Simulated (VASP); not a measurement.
Data:

```
Cu
1.0
    0.00000     1.81403     1.81403
    1.81403     0.00000     1.81403
    1.81403     1.81403     0.00000
Cu
1
Cartesian
  0.00000   0.00000   0.00000
```

Level of theory: optB88-vdW, VASP's PBE PAW potentials (set 64) (plane waves; VASP). Run with 520 eV cut-off, 17×17×17 Γ-centred mesh, first-order Methfessel-Paxton smearing of 0.10 eV, potentials Cu.

Task: Estimate the energy per atom (σ→0), band gap (on the k-mesh) with the smallest direct gap where there is one.

Result: 
```json
{
 "band gap (on the k-mesh)": "none (metal, semimetal or under 0.01 eV)",
 "energy per atom (σ→0)": "-0.735 eV/atom"
}
```

The absolute energy has meaning only against runs of the same code, potentials and settings.

The compound is Cu in the fcc structure. It was relaxed first.
